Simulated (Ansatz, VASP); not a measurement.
**Two plane-wave programs on BW5**

```
B W
1.0
     0.00000    3.66042    3.66042
     3.66042    0.00000    3.66042
     3.66042    3.66042    0.00000
B W
1 5
Direct
  0.00000 0.00000 0.00000
  0.25000 0.25000 0.25000
  0.62546 0.62546 0.62546
  0.12361 0.62546 0.62546
  0.62546 0.62546 0.12361
  0.62546 0.12361 0.62546
```

Change from the starting cell: species swapped into the CaAu5 type (F-43m, No. 216).

Alike in both runs: functional PBE; k mesh 10 × 10 × 10; occupations gaussian, width 0.1 eV; no spin polarisation.

Ansatz relaxed the structure, and its values are those at the end. VASP's run is a single point on that final structure, the one shown.

```csv
,VASP,Ansatz
version,VASP 6.6.1,Ansatz 0.2.0
potentials or method,"VASP PAW PBE potentials, release 64 (B, W_sv)","scalar-relativistic, plane waves, PAW"
plane-wave cutoff (eV),520,420
valence electrons in the cell,73,73
```

Ansatz gave:

| Quantity | Value |
| --- | --- |
| gap on the k mesh at the Fermi level (eV) | none |
| pressure (GPa) | 0.0 |
| rms of the force components (eV/Å) | 0.000 |

**Question.** Which values does VASP return?

**Answer.** gap on the k mesh at the Fermi level (eV): none; pressure (GPa): 0.7; rms of the force components (eV/Å): 0.006.

A gap of «none» marks a metal or a gap that the smearing closes.

Spin-orbit coupling is left out, which matters for the levels of W.
